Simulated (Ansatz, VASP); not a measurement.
# Ga2S3 in two plane-wave programs, part 2 of 2

Aim: how closely do two programs agree when they are given the same cell, functional and k mesh? The cell is taken from a series of runs on this material, whose earlier steps may have relaxed, scaled, displaced or heated it; both programs get it as it stands.

VASP 6.6.1 and Ansatz 0.2.0.

So far: The starting structure; VASP: G0W0 gap, LDA.

### 3. Ansatz: G0W0 gap, LDA

Level of this step: Ansatz beside VASP: Kohn-Sham DFT, plane waves, LDA (Ansatz).

Ansatz runs on its PAW soft_1 files.

The same cell, functional (in two slightly different forms) and mesh now go to Ansatz, which takes its cutoff from its data sets.

Input file input.yaml:

```yaml
crystal:
  lattice:
    - [5.386895, -3.101575, 0.0]
    - [5.386895, 3.101575, 0.0]
    - [-3.5249049757, 0.0, 6.0074160114]
  atoms:
    - { symbol: Ga, position: [0.6375703116, 0.4454619339, 0.1241519503] }
    - { symbol: Ga, position: [0.4454619339, 0.6375703116, 0.6241519503] }
    - { symbol: Ga, position: [0.2710287647, 0.1310202948, 0.1174375105] }
    - { symbol: Ga, position: [0.1310202948, 0.2710287647, 0.6174375105] }
    - { symbol: S, position: [0.9099572553, 0.0680769488, 0.984502183] }
    - { symbol: S, position: [0.0680769488, 0.9099572553, 0.484502183] }
    - { symbol: S, position: [0.4441729331, 0.2315380057, 0.5009156327] }
    - { symbol: S, position: [0.2315380057, 0.4441729331, 1.0009156327] }
    - { symbol: S, position: [0.6030508688, 0.7567026833, 0.0058027234] }
    - { symbol: S, position: [0.7567026833, 0.6030508688, 0.5058027234] }
kpoints:
  mp_grid: { grid: [2, 2, 2] }
hamiltonian:
  xc: lda
  pseudopotentials: { kind: paw, azcp: { folder: soft_1 }, xc_functional: pbe }
scf:
  occupations: { method: fixed }
gw:
  n_empty_bands: 802
  ecut_chi: 140
  qp_bands: [v3, c3]
  qp_kpoints: band_edges
  screening: { model: contour_deformation }
```

The run is started by

```
$ ansatz run input.yaml --threads 4 --pin off --max-ram 138240MiB --backend cuda --events-out ev --progress --plain --runs-dir out --devices 1 --max-vram 26GiB
```

Numbers of over 12 decimals in the logs are rounded to 6 here.

Log:

```text
GPUs: using 1 of 1 available (devices: 1).
Engine: ansatz 0.2.0, x86_64-unknown-linux-gnu
Pseudopotentials: kind: paw
Pseudopotential: Ga, paw, valence charge 13, recommended cutoff 420 eV (normal), soft_1/Ga.paw.azcp
Pseudopotential: S, paw, valence charge 6, recommended cutoff 420 eV (normal), soft_1/S.paw.azcp
Functional definition: SPW92
  exchange = slater_x
  correlation = pw_c
concurrent solve slots: 3 of 4 are kept, ahead of what memory takes: no pass of the eigensolver takes more rounds on 3
device memory: the entry about to start is reckoned to put 3.9 GiB on a device that reports 57.4 GiB free (of which the cap on the GPU budget leaves the run 26.0 GiB)
GPU FFT provider: cuFFT
GPU libraries: cuBLAS 13.8.2, cuFFT 12.4.0, cuSOLVER 12.3.4
Crystal: 10 atoms, lattice volume = 200.742 Å³
Basis set: ecut = 420 eV, 3933 PW (Γ)
Bands: 54, of which v1, the nominal top of the filled ones, is band 44 counted from 1 (43 counted from 0)
Symmetry: 2 space group operations
Space group: Cc (ITA 9), of the structure as read, at distance tolerance 5.9e-5 Å
k-points: 6 of 8
Non-local potential: Ga, projectors of the file, l = 0: 2, l = 1: 2, l = 2: 3, l = 3: 1
Non-local potential: S, projectors of the file, l = 0: 2, l = 1: 2, l = 2: 1
PAW form: soft (Blöchl's): semilocal exchange-correlation on the pseudo side does not see the compensation charge
PAW frozen core: Ga, regenerated for the run's functional, and the local potential with it (the file was generated under x = pbe(κ = 0.804, μ = 0.219515), c = pbe(β = 0.066725))
PAW frozen core: S, regenerated for the run's functional, and the local potential with it (the file was generated under x = pbe(κ = 0.804, μ = 0.219515), c = pbe(β = 0.066725))
PAW one-centre angular grid: Ga, 590 points (default); XC on 64 Gauss nodes
PAW one-centre angular grid: S, 110 points (default); XC on 64 Gauss nodes
Initial density: superposition of atomic densities (chi_scale 0.1, normalization cell, long waves kept (reshape's long-wave potential 0.04 eV rms))
Initial wavefunctions: pseudopotential atomic-orbital guess
GPU buffer pool allocated for 97200 grid points (all kernels)
GPU transforms: local potential and band sums: pruned to the plane-wave sphere, on 45×45×48
Functional: x = slater, c = lda
SCF iter   1: F=—  HF=-20052.993132 eV  |F-HF|=—  |Δ(HF+E_count)|=         —  Δρ=5.07e-2  dr2=3.73e0  ethr=3.10e-3  ⟨swp⟩=5.3  Hψ=1211  notcnv=0  defer=44
preconditioner: auto → Resta (q_TF=auto, 2.378 Å⁻¹)  ε∞=3.9  [insulator: Δε(μ)=2.041 eV  Ē_g=14.439 eV  n_scr=52 (ndim 8)  ℏωp=24.6 eV  f_vac=0.000  ε∞_Penn≈3.9]
SCF iter   2: F=—  HF=-20052.041051 eV  |F-HF|=—  |Δ(HF+E_count)|=   9.52e-1  Δρ=2.38e-2  dr2=8.90e-1  ethr=3.10e-3  ⟨swp⟩=3.5  Hψ=661  notcnv=0  defer=47
SCF iter   3: F=—  HF=-20051.729204 eV  |F-HF|=—  |Δ(HF+E_count)|=   3.12e-1  Δρ=6.30e-3  dr2=6.42e-2  ethr=1.01e-3  ⟨swp⟩=3.0  Hψ=596  notcnv=0  defer=47
SCF iter   4: F=—  HF=-20051.681332 eV  |F-HF|=—  |Δ(HF+E_count)|=   4.79e-2  Δρ=2.18e-3  dr2=9.56e-3  ethr=7.30e-5  ⟨swp⟩=2.8  Hψ=584  notcnv=0  defer=48
SCF iter   5: F=—  HF=-20051.682165 eV  |F-HF|=—  |Δ(HF+E_count)|=   8.34e-4  Δρ=7.49e-4  dr2=1.30e-3  ethr=1.09e-5  ⟨swp⟩=2.0  Hψ=574  notcnv=0  defer=48
SCF iter   6: F=—  HF=-20051.682177 eV  |F-HF|=—  |Δ(HF+E_count)|=   1.20e-5  Δρ=1.77e-4  dr2=8.27e-5  ethr=1.48e-6  ⟨swp⟩=2.0  Hψ=419  notcnv=0  defer=48
SCF iter   7: F=—  HF=-20051.682195 eV  |F-HF|=—  |Δ(HF+E_count)|=   1.75e-5  Δρ=6.62e-5  dr2=7.84e-6  ethr=9.39e-8  ⟨swp⟩=3.0  Hψ=589  notcnv=0  defer=47
SCF iter   8: F=—  HF=-20051.682196 eV  |F-HF|=—  |Δ(HF+E_count)|=   1.04e-6  Δρ=2.00e-5  dr2=1.05e-6  ethr=8.91e-9  ⟨swp⟩=2.0  Hψ=562  notcnv=0  defer=47
SCF iter   9: F=—  HF=-20051.682196 eV  |F-HF|=—  |Δ(HF+E_count)|=   1.88e-7  Δρ=1.18e-5  dr2=1.98e-7  ethr=1.19e-9  ⟨swp⟩=2.0  Hψ=562  notcnv=0  defer=47
SCF iter  10: F=-20051.682196 eV  HF=-20051.682196 eV  |F-HF|=3.36e-8  |Δ(HF+E_count)|=   1.65e-7  Δρ=3.44e-6  dr2=1.72e-8  ethr=1.14e-10  ⟨swp⟩=12.3  Hψ=1632  notcnv=0
SCF 1 converged in 10 iterations: F = -20051.682196 eV  dr2 = 1.72e-8
  greatest PAW one-centre occupation: 0.995 electrons in one spin orbital (limit 2), on the Ga atom at site 0 (counted from 0), in its partial waves of l = 2
concurrent solve slots: 3 of 4 are kept, ahead of what memory takes: no pass of the eigensolver takes more rounds on 3
device memory: the entry about to start is reckoned to put 4.9 GiB on a device that reports 57.3 GiB free (of which the cap on the GPU budget leaves the run 26.0 GiB)
NSCF: frozen V_eff on 6 k-points
the band table was solved once the SCF had ended and its energy, with any forces and stress, was formed, with the checks that follow a solve (1448 applications of the Hamiltonian). They found nothing against the state; the energy, forces and stress were not computed again (output.eigenvalues in the input reference)
concurrent solve slots: 3 of 4 are kept, ahead of what memory takes: no pass of the eigensolver takes more rounds on 3
device memory: the entry about to start is reckoned to put 7.0 GiB on a device that reports 57.4 GiB free (of which the cap on the GPU budget leaves the run 26.0 GiB)
NSCF: frozen V_eff on 6 k-points
G₀W₀ screening: q 1/6
[... further progress lines ...]
device memory: the entry about to start is reckoned to put 1.1 GiB on a device that reports 57.2 GiB free (of which the cap on the GPU budget leaves the run 26.0 GiB)
NSCF: frozen V_eff on 1 k-points
device memory: the entry about to start is reckoned to put 1.2 GiB on a device that reports 57.2 GiB free (of which the cap on the GPU budget leaves the run 26.0 GiB)
NSCF: frozen V_eff on 1 k-points
device memory: the entry about to start is reckoned to put 1.1 GiB on a device that reports 57.2 GiB free (of which the cap on the GPU budget leaves the run 26.0 GiB)
NSCF: frozen V_eff on 1 k-points
SCF converged after 10 iterations
Free energy (F): -20051.682196 eV
Harris-Foulkes:  -20051.682196 eV  (|F-HF|=3.36e-8)
Internal energy: -20051.682196 eV  (E = F + TS)
E sigma→0 (E₀):  -20051.682196 eV
Fermi energy:    6.332897 eV
--- Per-component energies (eV) ---
  E_band       = -316.912958
  E_kinetic    = 1087.902205
  E_local      = -7694.285622  (includes V_loc(G=0)·N_el)
  E_nonlocal   = -145.031861
  E_hartree    = 4437.658269
  E_xc         = -781.224124
  E_vxc        = -723.281131  (∫ρ·V_xc dr)
  E_paw        = -11132.587022  (= ΣΔE_a)
  E_vpaw       = -1717.531764  (= ΣTr[D̂ρ^β])
  E_aug_tail   = -0.000890  (compensation charges beyond the density's cutoff)
  E_ewald      = -5831.946263
  E_core_change = 7.833111  (= ΣΔE_core)
  E_smearing   = -0.000000  (= −TS)
  E_closure    = 0.000000  (closes the sum)
  Σ components = -20051.682196   (vs F -20051.682196, Δ=0.00e0)
--- Band table (eV; the first three rows and the last of 6) ---
  k-point 0: bands = [... 40 lower, 5.3500, 5.7293, 5.9075, 6.3329, 8.0711, 8.5958, 9.3576, 9.6092, ... 6 higher]
  k-point 1: bands = [... 40 lower, 5.3159, 5.3159, 5.7997, 5.7997, 9.2214, 9.2214, 9.5520, 9.5520, ... 6 higher]
  k-point 2: bands = [... 40 lower, 4.6476, 4.9245, 5.0447, 6.1532, 8.5741, 8.6421, 9.3834, 9.8809, ... 6 higher]
  k-point 5: bands = [... 40 lower, 4.7108, 4.7108, 5.6432, 5.6432, 8.6030, 8.6030, 9.6037, 9.6037, ... 6 higher]
--- G₀W₀: contour deformation, 7 samples at zero and on the imaginary axis and 1 off it, 8 q-points, 802 empty bands' worth ---
  eigenvalues of the whole cell's RPA ε∞ on this k-mesh (on a slab, of 1 + 4πα/V) = 7.6717, 7.9595, 8.4176; static W/v taken at q = 0 is 0.124769
  gw.qp_kpoints: band_edges: 6 of 6 stored k-points solved, in 1 pass; an edge of the gap read off the rows below is read off those points alone
    ik  band        ε_KS         Σx   Σc(E_QP)       V_xc       Z   E_QP_lin       E_QP  E_QP is
     0    42      5.7293   -19.4161     2.0366   -16.7594  0.7486     5.1016     5.1093  root
     0    43      5.9075   -19.3124     2.1222   -16.5573  0.7464     5.2663     5.2747  root
     0    44      6.3329   -18.8565     2.2148   -15.9903  0.7416     5.6720     5.6816  root
     0    45      8.0711   -10.1753    -4.3781   -15.1960  0.7749     8.7212     8.7136  root
     0    46      8.5958    -9.6581    -4.3760   -14.7121  0.7748     9.2824     9.2737  root
     0    47      9.3576    -9.4850    -4.5040   -14.6398  0.7707    10.0173    10.0084  root
     1    42      5.3159   -19.2834     2.1845   -16.4602  0.7477     4.6685     4.6771  root
     1    43      5.7997   -18.8647     2.2793   -15.9241  0.7413     5.1283     5.1385  root
     1    44      5.7997   -18.8647     2.2793   -15.9241  0.7413     5.1283     5.1385  root
     1    45      9.2214    -9.7561    -4.5873   -15.0475  0.7698     9.9357     9.9255  root
     1    46      9.2214    -9.7561    -4.5873   -15.0475  0.7698     9.9357     9.9255  root
     1    47      9.5520    -6.6810    -4.2563   -11.3824  0.7848    10.0008     9.9971  root
     2    42      4.9245   -18.4594     2.3223   -15.4801  0.7404     4.2572     4.2677  root
     2    43      5.0447   -18.2328     2.4350   -15.1292  0.7349     4.3636     4.3761  root
     2    44      6.1532   -18.4849     2.3229   -15.4928  0.7383     5.4732     5.4840  root
     2    45      8.5741    -9.0783    -4.2290   -13.8927  0.7781     9.1657     9.1594  root
     2    46      8.6421    -9.2185    -4.2591   -14.0715  0.7776     9.2424     9.2360  root
     2    47      9.3834   -10.0859    -4.5357   -15.2978  0.7669    10.0691    10.0596  root
     3    42      5.0452   -18.6597     2.2835   -15.7251  0.7423     4.3843     4.3941  root
     3    43      5.2668   -18.0580     2.4945   -14.8862  0.7324     4.5759     4.5895  root
     3    44      5.6266   -18.1206     2.3770   -15.0713  0.7367     4.9427     4.9544  root
     3    45      8.5677    -8.6343    -4.1926   -13.4104  0.7804     9.1574     9.1513  root
     3    46      9.1483    -9.8287    -4.4521   -14.9402  0.7703     9.8165     9.8077  root
     3    47      9.5628    -9.7296    -4.5575   -14.9701  0.7672    10.2558    10.2458  root
[...]
4    46      9.1808    -9.7286    -4.4691   -14.8599  0.7713     9.8518     9.8430  root
     4    47      9.3250    -9.7977    -4.5233   -14.9849  0.7687     9.9979     9.9889  root
     5    42      4.7108   -18.4890     2.3238   -15.5200  0.7392     4.0551     4.0656  root
     5    43      5.6432   -18.4323     2.3759   -15.3823  0.7371     4.9577     4.9691  root
     5    44      5.6432   -18.4323     2.3759   -15.3823  0.7371     4.9577     4.9691  root
     5    45      8.6030    -9.2560    -4.2459   -14.0985  0.7776     9.2061     9.1995  root
     5    46      8.6030    -9.2560    -4.2459   -14.0985  0.7776     9.2061     9.1995  root
     5    47      9.6037    -9.1435    -4.5390   -14.3304  0.7702    10.2605    10.2516  root
```

### 4. Comparison

Known differences besides the potentials themselves: the two LDA forms differ slightly; fixed occupations in Ansatz, narrow Gaussian smearing in VASP; the cutoff is 420 eV in Ansatz and 430 eV in VASP; VASP's log shows a relativistic correction to its local exchange, Ansatz's none; Ansatz integrates over frequency by contour deformation, VASP on a grid of NOMEGA points; Ansatz's G0W0 levels solve the quasiparticle equation, VASP's are linearised. Total energies have different zeros and are not compared.

Compared:

| quantity | Ansatz | VASP | difference |
| --- | --- | --- | --- |
| G0W0 gap on the mesh (eV) | 3.03 | 3.08 | -0.05 |
| Kohn-Sham gap under it (eV) | 1.74 | 1.76 | -0.02 |

### 5. What came out

| Item | Value |
| --- | --- |
| difference in G0W0 gap on the mesh (G0W0 gap, LDA) | -0.052 eV |

In words: The difference in G0W0 gap on the mesh is -0.052 eV (G0W0 gap, LDA). How closely two codes agree says nothing of how well the functional describes the real material.

[Lines on the potential files, build, host, timing and source positions are cut from VASP's logs without a mark.]

[Logs are printed without paths, hosts, clocks, repeated set-up lines and the standing remarks that a program may print on its own settings, such as how far it seeks lower states.]

[Hosts, paths, dates, database ids (printed as entryN), source tags and the programs' standing remarks are cut or masked in the printed files.]
